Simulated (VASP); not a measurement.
Energy against volume of GaP (zinc blende). Method: optB86b-vdW, VASP's PBE PAW potentials (set 64) (plane waves; VASP). Run with 520 eV cut-off, 8×8×8 Γ-centred mesh, Gaussian smearing of 0.050 eV, potentials Ga_d P.

```json
[
 {"V (Å³/atom)": "19.247", "E (eV/atom)": "-2.24120"},
 {"V (Å³/atom)": "19.862", "E (eV/atom)": "-2.25711"},
 {"V (Å³/atom)": "20.476", "E (eV/atom)": "-2.26204"},
 {"V (Å³/atom)": "21.090", "E (eV/atom)": "-2.25770"}
]
```

Problem. Fit these four points and predict the energy of the run at 21.705 Å³/atom.

Solution. A cubic in V^(−2/3), the third-order Birch-Murnaghan form, passes through the four points with V0 = 20.48 Å³/atom and B0 = 80 GPa, and gives -2.2455 eV/atom there. The run gave -2.2455 eV/atom, +0.0 meV/atom from the fit; all five points give B0 = 80 GPa.

The compound is GaP in the zinc blende structure. It was relaxed first.
